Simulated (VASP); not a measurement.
A convergence study with VASP on HgTe (zinc blende): one setting is varied, all else stays as given below, so the limit is that of these other settings.

```
HgTe
1.0
    0.00000     3.23000     3.23000
    3.23000     0.00000     3.23000
    3.23000     3.23000     0.00000
Hg Te
1 1
Direct
  0.00000   0.00000   0.00000
  0.25000   0.25000   0.25000
```

Computed with PBE GGA, VASP's PBE PAW potentials (set 64) (plane waves; VASP 6.6.1). The tightest run used: 550 eV cut-off, 16×16×16 Γ-centred mesh, tetrahedra with Blöchl corrections, potentials Hg Te.

```tsv
setting	E (eV/atom)	pressure (GPa)	irreducible k-points
3×3×3 mesh	-1.6294	5.24	4
4×4×4 mesh	-1.7436	4.29	8
5×5×5 mesh	-1.7747	4.00	10
6×6×6 mesh	-1.7847	3.89	16
7×7×7 mesh	-1.7884	3.86	20
```

Task: These are the cheaper rows. Estimate the results at 16×16×16 mesh, and how far the last row shown lies from them.

Result: 
```
quantity        tightest run  last row shown is off by
--------------  ------------  ------------------------
E (eV/atom)          -1.7914                    0.0029
pressure (GPa)          3.82                      0.04
```

Left out are rungs that failed or repeat a setting and relaxations that didn't move; long series are thinned to 24 rows.

The compound is HgTe in the zinc blende structure. The cell was not relaxed at this level.
